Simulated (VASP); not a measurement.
Data:

```xyz
2
Lattice="0.0000 2.9463 2.9463 2.9463 0.0000 2.9463 2.9463 2.9463 0.0000" Properties=species:S:1:pos:R:3 pbc="T T T"
Cu     0.0000     0.0000     0.0000
I      1.4731     1.4731     1.4731
```

All values below come from HSEsol screened hybrid, VASP's PBE PAW potentials (set 64) (plane waves; VASP). Run with 520 eV cut-off, 6×6×6 Γ-centred mesh, Gaussian smearing of 0.050 eV, potentials Cu I.

Task: Give the stress tensor in GPa (positive for a compressed cell).

Result: 
```
2.26  0.00  0.00
0.00  2.26  0.00
0.00  0.00  2.26
```
The pressure is its mean diagonal, 2.26 GPa.

The compound is CuI in the zinc blende structure. This cell is one point of a volume scan, at 0.91 of the reference volume. The cell's shape comes from a PBE relaxation.
